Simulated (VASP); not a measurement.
Output of a VASP run:

**OUTCAR**
```
 ion  position               nearest neighbor table
   1  0.000  0.000  0.000-   2 2.35   2 2.35   2 2.35   2 2.35
   2  0.250  0.250  0.250-   1 2.35   1 2.35   1 2.35   1 2.35
  LATTYP: Found a face centered cubic cell.
 ALAT       =     5.4249074024
 Subroutine PRICEL returns:
 Original cell was already a primitive cell.
 Subroutine GETGRP returns: Found 24 space group operations
The static configuration has the point symmetry T_d .
The dynamic configuration has the point symmetry T_d .
 Subroutine INISYM returns: Found 24 space group operations
 Subroutine IBZKPT returns following result:
 Found     29 irreducible k-points:

 Following reciprocal coordinates:
            Coordinates               Weight
  0.000000  0.000000  0.000000      1.000000
  0.125000  0.000000  0.000000      8.000000
  0.250000  0.000000  0.000000      8.000000
  0.375000  0.000000  0.000000      8.000000
  0.500000  0.000000  0.000000      4.000000
  0.125000  0.125000  0.000000      6.000000
  0.250000  0.125000  0.000000     24.000000
  0.375000  0.125000  0.000000     24.000000
  0.500000  0.125000  0.000000     24.000000
 -0.375000  0.125000  0.000000     24.000000
 -0.250000  0.125000  0.000000     24.000000
 -0.125000  0.125000  0.000000     12.000000
  0.250000  0.250000  0.000000      6.000000
  0.375000  0.250000  0.000000     24.000000
  0.500000  0.250000  0.000000     24.000000
 -0.375000  0.250000  0.000000     24.000000
 -0.250000  0.250000  0.000000     12.000000
  0.375000  0.375000  0.000000      6.000000
  0.500000  0.375000  0.000000     24.000000
 -0.375000  0.375000  0.000000     12.000000
  0.500000  0.500000  0.000000      3.000000
  0.375000  0.250000  0.125000     24.000000
  0.500000  0.250000  0.125000     48.000000
 -0.375000  0.250000  0.125000     24.000000
  0.500000  0.375000  0.125000     24.000000
 -0.375000  0.375000  0.125000     48.000000
 -0.250000  0.375000  0.125000     24.000000
 -0.375000  0.500000  0.125000     12.000000
 -0.250000  0.500000  0.250000      6.000000
   k-points           NKPTS =     29   k-points in BZ     NKDIM =     29   number of bands    NBANDS=     13
   number of dos      NEDOS =    301   number of ions     NIONS =      2
   total plane-waves  NPLWV =  21952
   dimension x,y,z NGX =    28 NGY =   28 NGZ =   28
   dimension x,y,z NGXF=    56 NGYF=   56 NGZF=   56
   ions per type =               1   1
   PREC   = accura    normal or accurate (medium, high low for compatibility)
   ISTART =      0    job   : 0-new  1-cont  2-samecut
   ICHARG =      2    charge: 1-file 2-atom 10-const
   ISPIN  =      1    spin polarized calculation?
   LNONCOLLINEAR =      F non collinear calculations
   LSORBIT =      F    spin-orbit coupling
   INIWAV =      1    electr: 0-lowe 1-rand  2-diag
   ENCUT  =  500.0 eV  36.75 Ry    6.06 a.u.   6.99  6.99  6.99*2*pi/ulx,y,z
   NELM   =    100;   NELMIN=  2; NELMDL= -5     # of ELM steps
   EDIFF  = 0.1E-05   stopping-criterion for ELM
   LREAL  =      F    real-space projection
   NLSPLINE    = F    spline interpolate recip. space projectors
   LMAXMIX     =    4 max onsite mixed and CHGCAR
   VOSKOWN=      0    Vosko Wilk Nusair interpolation
   EDIFFG = -.2E-01   stopping-criterion for IOM
   NSW    =     40    number of steps for IOM
   NBLOCK =      1;   KBLOCK =     40    inner block; outer block
   IBRION =      2    ionic relax: 0-MD 1-quasi-New 2-CG
   NFREE  =      1    steps in history (QN), initial steepest desc. (CG)
   ISIF   =      3    stress and relaxation
   ISYM   =      2    0-nonsym 1-usesym 2-fastsym
   TEIN   =    0.0    initial temperature
   TEBEG  =    0.0;   TEEND  =   0.0 temperature during run
   SMASS  =  -3.00    Nose mass-parameter (am)
   PSTRESS=  200.0 pullay stress
   NELECT =      18.0000    total number of electrons
   EFERMI =   0.00;   METHOD = LEGACY
   ISMEAR =     0;   SIGMA  =   0.05  broadening in eV -4-tet -1-fermi 0-gaus
   IALGO  =     38    algorithm
...
```

**OSZICAR**
```
...
DAV:   6    -0.665810706854E+01    0.29828E+00   -0.86788E-01   932   0.364E+01    0.470E+00
DAV:   7    -0.663776866122E+01    0.20338E-01   -0.26737E-01   839   0.563E+00    0.201E+00
DAV:   8    -0.663504402379E+01    0.27246E-02   -0.44559E-03   962   0.815E-01    0.537E-01
DAV:   9    -0.663466796272E+01    0.37606E-03   -0.95642E-04   899   0.502E-01    0.674E-02
DAV:  10    -0.663470859170E+01   -0.40629E-04   -0.31220E-04   994   0.238E-01    0.304E-02
DAV:  11    -0.663469615230E+01    0.12439E-04   -0.41537E-05  1055   0.879E-02    0.603E-03
DAV:  12    -0.663469573630E+01    0.41599E-06   -0.88258E-06   884   0.278E-02
   1 F= -.16523207E+01 E0= -.16523207E+01  d E =-.165232E+01
       N       E                     dE             d eps       ncg     rms          rms(c)
DAV:   1    -0.141026293117E+02   -0.74679E+01   -0.79375E+01   919   0.194E+02    0.243E+01
DAV:   2    -0.802463406321E+01    0.60780E+01   -0.66407E+01   754   0.250E+02    0.105E+01
DAV:   3    -0.588139213991E+01    0.21432E+01   -0.81722E+00   894   0.761E+01    0.335E+00
DAV:   4    -0.572316863830E+01    0.15822E+00   -0.14360E+00  1013   0.209E+01    0.248E+00
DAV:   5    -0.568279056821E+01    0.40378E-01   -0.17030E-01   899   0.133E+01    0.122E+00
DAV:   6    -0.567550100282E+01    0.72896E-02   -0.28069E-02  1157   0.474E+00    0.113E-01
DAV:   7    -0.567573332979E+01   -0.23233E-03   -0.90895E-03   869   0.149E+00    0.105E-01
DAV:   8    -0.567570499608E+01    0.28334E-04   -0.14012E-03   839   0.273E-01    0.810E-02
DAV:   9    -0.567562930235E+01    0.75694E-04   -0.17662E-04   864   0.255E-01    0.254E-02
DAV:  10    -0.567562643675E+01    0.28656E-05   -0.17190E-05   905   0.603E-02    0.117E-02
DAV:  11    -0.567562591987E+01    0.51688E-06   -0.15434E-06   542   0.107E-02
   2 F= -.15442526E+01 E0= -.15442526E+01  d E =0.108068E+00
       N       E                     dE             d eps       ncg     rms          rms(c)
DAV:   1    -0.851539107563E+01   -0.28398E+01   -0.28889E+01   904   0.150E+02    0.102E+01
DAV:   2    -0.668978636709E+01    0.18256E+01   -0.50001E+00   894   0.624E+01    0.444E+00
DAV:   3    -0.643091675368E+01    0.25887E+00   -0.29833E-01  1015   0.916E+00    0.221E+00
DAV:   4    -0.637022305409E+01    0.60694E-01   -0.67319E-02   809   0.299E+00    0.506E-01
DAV:   5    -0.636676726212E+01    0.34558E-02   -0.11223E-02   912   0.455E+00    0.205E-01
DAV:   6    -0.636610600076E+01    0.66126E-03   -0.58018E-03   894   0.254E+00    0.519E-02
DAV:   7    -0.636611319463E+01   -0.71939E-05   -0.36446E-04   929   0.283E-01    0.372E-02
DAV:   8    -0.636611768655E+01   -0.44919E-05   -0.24157E-05   809   0.477E-02    0.182E-02
DAV:   9    -0.636611772938E+01   -0.42829E-07   -0.37767E-06   880   0.440E-02
   3 F= -.17542767E+01 E0= -.17542767E+01  d E =-.101956E+00
       N       E                     dE             d eps       ncg     rms          rms(c)
DAV:   1    -0.635859654937E+01    0.75211E-02   -0.75038E-03   914   0.219E+00    0.176E-01
DAV:   2    -0.635806429617E+01    0.53225E-03   -0.19485E-03   889   0.154E+00    0.677E-02
DAV:   3    -0.635800120982E+01    0.63086E-04   -0.65914E-05   894   0.132E-01    0.331E-02
DAV:   4    -0.635798348974E+01    0.17720E-04   -0.18255E-05   869   0.575E-02    0.117E-02
DAV:   5    -0.635798214419E+01    0.13456E-05   -0.20416E-06   604   0.353E-02    0.214E-03
DAV:   6    -0.635798220992E+01   -0.65734E-07   -0.15233E-06   483   0.185E-02
   4 F= -.17543563E+01 E0= -.17543563E+01  d E =-.102036E+00
```

### OUTCAR
```
------------------------ aborting loop because EDIFF is reached ----------------------------------------
  FORCE on cell =-STRESS in cart. coord.  units (eV):
  Direction    XX          YY          ZZ          XY          YZ          ZX
  --------------------------------------------------------------------------------------
  Total        4.5829956      4.5829956      4.5829956      0.0000000      0.0000000      0.0000000
  in kB      199.1037350    199.1037350    199.1037350      0.0000000      0.0000000      0.0000000
  external PRESSURE =      -0.8962650 kB  Pullay stress =     200.0000000 kB
  volume of cell :       36.88
      direct lattice vectors                 reciprocal lattice vectors
     0.000000000  2.641903023  2.641903023    -0.189257515  0.189257515  0.189257515
     2.641903023 -0.000000000  2.641903023     0.189257515 -0.189257515  0.189257515
     2.641903023  2.641903023 -0.000000000     0.189257515  0.189257515 -0.189257515
  FREE ENERGIE OF THE ION-ELECTRON SYSTEM (eV)
  ---------------------------------------------------
  free  energy   TOTEN  =        -6.3579822099 eV

  energy  without entropy=       -6.3579822099  energy(sigma->0) =       -6.35798221
  enthalpy is  TOTEN    =        -1.7543563117 eV   P V=        4.6036258982

 reached required accuracy - stopping structural energy minimisation
```
(Selected blocks of OUTCAR.)

### POSCAR
```
ZnSe
1
    0.0000000000     2.7124537012     2.7124537012
    2.7124537012     0.0000000000     2.7124537012
    2.7124537012     2.7124537012     0.0000000000
Zn Se
1 1
Direct
  0.0000000000   0.0000000000   0.0000000000
  0.2500000000   0.2500000000   0.2500000000
```

Reconstruct the remaining input files.

This is not unique; one that fits is the input of the run itself, PBEsol GGA, plane waves, VASP's PBE PAW potentials (set 64).

**KPOINTS**
```
Automatic mesh
0
Gamma
8 8 8
0 0 0
```

### INCAR
```
! general
SYSTEM =ZnSe
PREC   =Accurate
ENCUT  =500   ! plane-wave cut-off (eV)
LREAL  =.False.   ! projection in real space or not
LASPH  =.True.   ! aspherical one-centre terms

! electronic loop
EDIFF  =1E-6   ! SCF stop (eV)
NELM   =100
ALGO   =Normal   ! blocked Davidson
LMAXMIX=4   ! l cut-off of mixed one-centre charges

! smearing
ISMEAR =0   ! Gaussian
SIGMA  =0.05   ! width (eV)

! functional
GGA    =PS   ! PBEsol

! ions
IBRION =2
NSW    =40   ! most ionic steps
ISIF   =3
EDIFFG =-0.02
PSTRESS=200   ! kbar

! output
LWAVE  =.False.
LCHARG =.False.
```

POTCAR, in this order: Zn Se (PBE.64 set). Program: vasp_std.

Energy and stress use the plane-wave basis of the starting cell.

The compound is ZnSe in the zinc blende structure. This run relaxes it under an external pressure of 20 GPa. Symmetry was kept, so distortions that lower it aren't found.
